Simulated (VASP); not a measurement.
OSZICAR of a VASP run on Au (fcc):

OSZICAR:
```
       N       E                     dE             d eps       ncg     rms          rms(c)
DAV:   1     0.441291985908E+02    0.44129E+02   -0.58080E+03  2336   0.108E+03
DAV:   2    -0.237065425827E+01   -0.46500E+02   -0.43395E+02  2230   0.198E+02
DAV:   3    -0.283491385191E+01   -0.46426E+00   -0.46288E+00  2627   0.200E+01
DAV:   4    -0.283641478708E+01   -0.15009E-02   -0.15009E-02  2476   0.117E+00
DAV:   5    -0.283642342468E+01   -0.86376E-05   -0.86374E-05  2493   0.913E-02    0.664E+00
DAV:   6    -0.264090997095E+01    0.19551E+00   -0.69955E-01  2216   0.810E+00    0.457E+00
DAV:   7    -0.263066023295E+01    0.10250E-01   -0.49139E-02  2282   0.217E+00    0.241E+00
DAV:   8    -0.262983438200E+01    0.82585E-03   -0.12832E-03  2242   0.368E-01    0.181E-01
DAV:   9    -0.262982668638E+01    0.76956E-05   -0.63457E-06  2469   0.265E-02    0.288E-02
DAV:  10    -0.262983871488E+01   -0.12029E-04   -0.94870E-06  2339   0.413E-02    0.588E-03
DAV:  11    -0.262983852231E+01    0.19258E-06   -0.10056E-07  2305   0.315E-03    0.417E-04
DAV:  12    -0.262983844330E+01    0.79005E-07   -0.80465E-09  1113   0.107E-03
   1 F= -.26298384E+01 E0= -.26297169E+01  d E =-.364602E-03
```

Q: Which electronic solver shows in the log?

A: It is blocked Davidson (ALGO = Normal, or the opening steps of other solvers). The INCAR had ALGO = Normal.

Q: Can the final energy be trusted as converged?

A: Self-consistency was reached. It stopped with EDIFF = 1E-7, NELM = 100 (RPBE GGA, plane waves, VASP's PBE PAW potentials (set 64)).

The compound is Au in the fcc structure. This cell is one point of a volume scan, at 1.03 of the reference volume.
